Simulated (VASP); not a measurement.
A convergence study with VASP on ZrO₂: one setting is varied, all else stays as given below, so the limit is that of these other settings.

```
CELL_PARAMETERS angstrom
      3.61717     0.00000     0.00000
      1.80859     3.13256     0.00000
      0.00000     0.00000    21.38348
ATOMIC_POSITIONS crystal
  O  0.33333 0.33333 0.32736
  O  0.00000 0.00000 0.39641
  O  0.66667 0.66667 0.46547
  O  0.33333 0.33333 0.53453
  O  0.00000 0.00000 0.60359
  O  0.66667 0.66667 0.67264
  Zr 0.66667 0.66667 0.36188
  Zr 0.00000 0.00000 0.50000
  Zr 0.33333 0.33333 0.63811
```

Method: PBE GGA, VASP's PBE PAW potentials (set 64) (plane waves; VASP 6.6.1). The tightest run used: 400 eV cut-off, 20×20×1 Γ-centred mesh, Fermi-Dirac smearing of 0.010 eV, potentials O Zr_sv.

```tsv
setting	E (eV/atom)	largest force (eV/Å)	irreducible k-points
2×2×1 mesh	-9.3125	1.046	2
3×3×1 mesh	-9.3971	0.794	3
4×4×1 mesh	-9.3976	0.831	4
```

**Question.** These are the cheaper rows. Estimate the results at 20×20×1 mesh, and how far the last row shown lies from them.

**Answer.** 
| quantity | tightest run | last row shown is off by |
|---|---|---|
| E (eV/atom) | -9.3972 | -0.0004 |
| largest force (eV/Å) | 0.829 | 0.002 |

Left out are rungs that failed or repeat a setting and relaxations that didn't move; long series are thinned to 24 rows.

The cell is a sheet or thin cut with vacuum, built from a generated structure.
